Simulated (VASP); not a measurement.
Level of theory: LDA (Ceperley-Alder, Perdew-Zunger), VASP's LDA PAW potentials (set 64) (plane waves; VASP).

VASP input:

### POSCAR
```
Al
1
    0.0000000000     2.0250000000     2.0250000000
    2.0250000000     0.0000000000     2.0250000000
    2.0250000000     2.0250000000     0.0000000000
Al
1
Direct
  0.0000000000   0.0000000000   0.0000000000
```

**INCAR**
```
SYSTEM = Al
PREC = Accurate
ENCUT = 400
EDIFF = 1E-6
NELM = 100
ALGO = Normal
LREAL = .FALSE.
LASPH = .TRUE.
ISMEAR = 1
SIGMA = 0.1
LWAVE = .FALSE.
LCHARG = .FALSE.
IBRION = 2
ISIF = 3
NSW = 60
EDIFFG = -0.01
```

**KPOINTS**
```
Automatic mesh
0
Gamma
14 14 14
0 0 0
```

POTCAR, in this order: Al (LDA.64 set). Program: vasp_std.

### Question
What will the output report for the number of irreducible k-points (NKPTS), largest plane-wave count, number of space-group operations, FFT grid (NGX, NGY, NGZ)?

### Answer

number of irreducible k-points (NKPTS): 104
largest plane-wave count: 311
number of space-group operations: 48
FFT grid (NGX, NGY, NGZ): 20 × 20 × 20

The compound is Al in the fcc structure. This run relaxes it. Symmetry was kept, so distortions that lower it aren't found.
